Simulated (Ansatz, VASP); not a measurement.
# Cross-check of GaSb between VASP and Ansatz, part 2 of 2

One calculation is typed for both programs; each brings its own data sets. How far apart do they land? The cell is taken from a series of runs on this material, whose earlier steps may have relaxed, scaled, displaced or heated it; both programs get it as it stands.

VASP 6.6.1 and Ansatz 0.2.0.

So far: The structure; VASP: zone-centre phonons, LDA.

**3. Ansatz: zone-centre phonons, LDA**

Level of this step: Ansatz beside VASP: Kohn-Sham DFT, plane waves, LDA (Ansatz).

Ansatz runs on its PAW soft_1 files.

The same cell, functional (in two slightly different forms), mesh and smearing now go to Ansatz, which takes its cutoff from its data sets.

Input file input.yaml:

```yaml
crystal:
  lattice:
    - [0.0, 2.9941224753, 3.0521446476]
    - [2.9941224753, 0.0, 3.0521446476]
    - [2.9941224753, 2.9941224753, 0.0]
  atoms:
    - { symbol: Ga, position: [0.0, 0.0, 0.0] }
    - { symbol: Sb, position: [0.75, 0.75, 0.75] }
kpoints:
  mp_grid: { grid: [12, 12, 12] }
hamiltonian:
  xc: lda
  pseudopotentials: { kind: paw, azcp: { folder: soft_1 }, xc_functional: pbe }
scf:
  occupations: { method: methfessel_paxton, width: 0.2 }
output:
  eigenvalues: true
phonons:
  method: dfpt
```

On the command line:

```bash
> ansatz run input.yaml --threads 4 --pin off --max-ram 10240MiB --backend cpu --events-out ev --progress --plain --runs-dir out
```

Numbers of over 12 decimals in the logs are rounded to 6 here.

Log:

```text
zone centre: on kpoints.mp_grid the ground state, and the responses unless they are solved on pairs of k-points, stand on 280 of the mesh's 1728 k-points, reduced under 4 symmetry operations, with k and −k counted as one. Each operation leaves every solved displacement unchanged or reverses it
Engine: ansatz 0.2.0, x86_64-unknown-linux-gnu
Pseudopotentials: kind: paw
Pseudopotential: Ga, paw, valence charge 13, recommended cutoff 420 eV (normal), soft_1/Ga.paw.azcp
Pseudopotential: Sb, paw, valence charge 15, recommended cutoff 420 eV (normal), soft_1/Sb.paw.azcp
Functional definition: SPW92
  exchange = slater_x
  correlation = pw_c
Crystal: 2 atoms, lattice volume = 54.724 Å³
Basis set: ecut = 420 eV, 1067 PW (Γ), exchange–correlation on 60×60×60 points (8 copies of the dense FFT grid, shifted against one another)
Bands: 18, of which v1, the nominal top of the filled ones, is band 14 counted from 1 (13 counted from 0)
Symmetry: 8 space group operations
k-points: 280 of 1728 (irreducible under 4 space group operations, time reversal used)
Non-local potential: Ga, projectors of the file, l = 0: 2, l = 1: 2, l = 2: 3, l = 3: 1
Non-local potential: Sb, projectors of the file, l = 0: 2, l = 1: 2, l = 2: 2, l = 3: 1
PAW form: soft (Blöchl's): semilocal exchange-correlation on the pseudo side does not see the compensation charge
PAW frozen core: Ga, regenerated for the run's functional, and the local potential with it (the file was generated under x = pbe(κ = 0.804, μ = 0.219515), c = pbe(β = 0.066725))
PAW frozen core: Sb, regenerated for the run's functional, and the local potential with it (the file was generated under x = pbe(κ = 0.804, μ = 0.219515), c = pbe(β = 0.066725))
PAW one-centre angular grid: Ga, 590 points (default); XC on 64 Gauss nodes
PAW one-centre angular grid: Sb, 590 points (default); XC on 64 Gauss nodes
Initial density: superposition of atomic densities (chi_scale 0.1, normalization cell, long waves kept (reshape's long-wave potential 0.00 eV rms))
Initial wavefunctions: pseudopotential atomic-orbital guess
Functional: x = slater, c = lda
SCF iter   1: F=—  HF=-10043.249209 eV  |F-HF|=—  |Δ(HF+E_count)|=         —  Δρ=3.18e-2  dr2=4.60e-1  ethr=3.10e-3  ⟨swp⟩=5.6  Hψ=25789  notcnv=0
preconditioner: auto → Kerker (q_TF=auto, 2.440 Å⁻¹)  [metal: Δε(μ)=0.040 eV  Ē_g=15.009 eV  σ=0.200 eV  W_gap=0.17  n_scr=14 (ndim 8)  ℏωp=21.3 eV  f_vac=0.003  D(μ)=0.03/eV (n_scr^D=0)]
SCF iter   2: F=—  HF=-10043.182297 eV  |F-HF|=—  |Δ(HF+E_count)|=   6.69e-2  S|Δr|=    0.00e0  Δρ=2.02e-2  dr2=2.17e-1  ethr=1.64e-3  ⟨swp⟩=1.0  Hψ=7290  notcnv=0
SCF iter   3: F=—  HF=-10043.121030 eV  |F-HF|=—  |Δ(HF+E_count)|=   6.13e-2  S|Δr|=    0.00e0  Δρ=3.65e-3  dr2=1.57e-2  ethr=7.74e-4  ⟨swp⟩=2.4  Hψ=6161  notcnv=0
SCF iter   4: F=—  HF=-10043.119385 eV  |F-HF|=—  |Δ(HF+E_count)|=   1.65e-3  S|Δr|=    0.00e0  Δρ=1.79e-3  dr2=3.80e-3  ethr=5.60e-5  ⟨swp⟩=2.0  Hψ=6780  notcnv=0
SCF iter   5: F=—  HF=-10043.119618 eV  |F-HF|=—  |Δ(HF+E_count)|=   2.34e-4  S|Δr|=    0.00e0  Δρ=1.74e-3  dr2=1.21e-3  ethr=1.36e-5  ⟨swp⟩=2.0  Hψ=7561  notcnv=0
SCF iter   6: F=—  HF=-10043.118591 eV  |F-HF|=—  |Δ(HF+E_count)|=   1.03e-3  S|Δr|=    0.00e0  Δρ=2.96e-4  dr2=2.79e-5  ethr=4.31e-6  ⟨swp⟩=2.0  Hψ=7529  notcnv=0
SCF iter   7: F=—  HF=-10043.118654 eV  |F-HF|=—  |Δ(HF+E_count)|=   6.25e-5  S|Δr|=    0.00e0  Δρ=1.01e-4  dr2=3.92e-6  ethr=9.97e-8  ⟨swp⟩=2.0  Hψ=7564  notcnv=0
SCF iter   8: F=—  HF=-10043.118656 eV  |F-HF|=—  |Δ(HF+E_count)|=   2.39e-6  S|Δr|=    0.00e0  Δρ=1.83e-5  dr2=1.07e-7  ethr=1.40e-8  ⟨swp⟩=2.9  Hψ=8986  notcnv=0
SCF iter   9: F=—  HF=-10043.118656 eV  |F-HF|=—  |Δ(HF+E_count)|=   2.84e-7  S|Δr|=    0.00e0  Δρ=5.07e-6  dr2=1.71e-8  ethr=3.82e-10  ⟨swp⟩=2.0  Hψ=7550  notcnv=0
SCF iter  10: F=—  HF=-10043.118656 eV  |F-HF|=—  |Δ(HF+E_count)|=   1.37e-8  S|Δr|=    0.00e0  Δρ=1.31e-6  dr2=2.02e-9  ethr=6.11e-11  ⟨swp⟩=2.9  Hψ=8747  notcnv=0
SCF iter  11: F=—  HF=-10043.118656 eV  |F-HF|=—  |Δ(HF+E_count)|=  4.93e-10  S|Δr|=    0.00e0  Δρ=4.49e-7  dr2=2.18e-10  ethr=7.20e-12  ⟨swp⟩=2.2  Hψ=6550  notcnv=0
SCF iter  12: F=-10043.118656 eV  HF=-10043.118656 eV  |F-HF|=1.82e-12  |Δ(HF+E_count)|=  5.82e-11  S|Δr|=    0.00e0  Δρ=1.05e-7  dr2=7.51e-12  ethr=1.00e-12  ⟨swp⟩=4.9  Hψ=25307  notcnv=0
SCF 1 converged in 12 iterations: F = -10043.118656 eV  dr2 = 7.51e-12
  greatest PAW one-centre occupation: 0.996 electrons in one spin orbital (limit 2), on the Sb atom at site 1 (counted from 0), in its partial waves of l = 2
DFPT response loops at Γ: preconditioner auto → Kerker (q_TF=auto, 2.440 Å⁻¹) (partly filled bands, converged f_vac=0.068); β = 1.00, the filter's whole step (`scf.mixing.beta` (0.50) is not read by the response loops under this deck's `scf.mixing.preconditioner`; to damp them name `kerker` or `kerker_dos`, under which they read `scf.mixing.beta`, and type it under 1.00, their step now; both keys bind the ground state too); Broyden in place of MSR1
SCF converged after 12 iterations
Stability not checked: this state was not tested for a lower state beside it, because cold or Methfessel-Paxton smearing, or corrected tetrahedra, fill the levels in a way that the test cannot read (fill_not_monotonic; see scf.lower_state_search)
Free energy (F): -10043.118656 eV
Harris-Foulkes:  -10043.118656 eV  (|F-HF|=1.82e-12)
Internal energy: -10043.119104 eV  (E = F + TS)
E sigma→0 (E₀):  -10043.118768 eV
Entropy (-TS):   0.000448 eV (0.224 meV/atom)
Fermi energy:    8.180078 eV
Step filling:    the computed levels leave a gap of 0.1077 eV = 0.5 smearing widths at the electron count; against every level under it full and every level over it empty, smearing changes F+E_penalty+E_count by +0.158 meV and its σ→0 estimate by +0.046 meV
--- Per-component energies (eV) ---
  E_band       = -253.254131
  E_kinetic    = 278.116385
  E_local      = -3327.496003  (includes V_loc(G=0)·N_el)
  E_nonlocal   = 303.135848
  E_hartree    = 1706.071493
  E_xc         = -161.704035
  E_vxc        = -147.853801  (∫ρ·V_xc dr)
  E_paw        = -6311.680015  (= ΣΔE_a)
  E_vpaw       = -771.299380  (= ΣTr[D̂ρ^β])
  E_aug_tail   = -0.000087  (compensation charges beyond the density's cutoff)
  E_ewald      = -2531.849983
  E_core_change = 2.287292  (= ΣΔE_core)
  E_smearing   = 0.000448  (= −TS)
  E_closure    = 0.000000  (closes the sum)
  Σ components = -10043.118656   (vs F -10043.118656, Δ=0.00e0)
--- Band table (eV; the first three rows and the last of 280) ---
  k-point 0: bands = [... 10 lower, -3.7545, 8.0218, 8.1404, 8.1404, 8.2481, 10.8487, 10.8487, 10.9060]
  k-point 1: bands = [... 10 lower, -3.6792, 6.7867, 7.9258, 8.0105, 9.0723, 11.0302, 11.0425, 11.1654]
  k-point 2: bands = [... 10 lower, -3.4574, 5.3257, 7.6194, 7.7207, 9.1386, 11.4296, 11.4397, 12.1165]
  k-point 279: bands = [... 10 lower, -1.1960, 0.9911, 5.4543, 5.4543, 8.9990, 9.2765, 17.0259, 17.0259]
--- Phonons (Γ-DFPT): 4 representative perturbations + reference, on 280 of 1728 k-points (Σ response iterations 12) ---
  k mesh reduced under 4 symmetry operations, with k and −k counted as one. Each operation leaves every solved displacement unchanged or reverses it
  ASR residual: 4.527e-5 → 0.000e0 eV/Å²; symmetrization residual: 4.789e-7 eV/Å²
  ASR residual per site (eV/Å²): 4.53e-5 4.33e-5
  Γ frequencies (cm⁻¹): 0.00 0.00 0.00 227.26 227.76 227.76
  non-analytic LO–TO correction: not included (Born effective charges unavailable; polar crystals: no LO–TO splitting at Γ)
```

The column dr2 measures how far the density is from self-consistency, as an energy; F and HF (Harris–Foulkes) agree once it is small.

**4. Side by side**

Known differences besides the potentials themselves: the two LDA forms differ slightly; the data sets hold 28 valence electrons in Ansatz (on its PAW soft_1 files) and 18 in VASP; the cutoff is 420 eV in Ansatz and 500 eV in VASP; VASP's log shows a relativistic correction to its local exchange, Ansatz's none. Total energies have different zeros and are not compared.

Both answers:

```
                  quantity  Ansatz   VASP  difference
     optical mode 1 (cm⁻¹)   227.3  229.3     -0.87 %
optical mode 2 to 3 (cm⁻¹)   227.8  229.9     -0.93 %
```

Modes are paired by rising frequency, not by their patterns, so a pair may set unlike modes beside each other; they are those without the splitting of longitudinal modes.

**5. Results**

```
r.m.s. difference of the optical zone-centre modes, each program's sorted by frequency (zone-centre phonons, LDA) : 2.1 cm⁻¹
difference in optical mode 2 to 3 (zone-centre phonons, LDA)                                                      : -0.9 %
```

In words: The r.m.s. difference of the optical zone-centre modes, each program's sorted by frequency is 2.1 cm⁻¹ (zone-centre phonons, LDA). The data sets hold unlike numbers of valence electrons (28 in Ansatz and 18 in VASP), so part of the differences comes from the potentials. Among the rows given in per cent, the largest difference of the zone-centre phonons, LDA pair is in optical mode 2 to 3, -0.9 %. How closely two codes agree says nothing of how well the functional describes the real material.

[Lines on the potential files, build, host, timing and source positions are cut from VASP's logs without a mark.]

[Logs are printed without paths, hosts, clocks, repeated set-up lines and the standing remarks that a program may print on its own settings, such as how far it seeks lower states.]

[Hosts, paths, dates, database ids (printed as entryN), source tags and the programs' standing remarks are cut or masked in the printed files.]
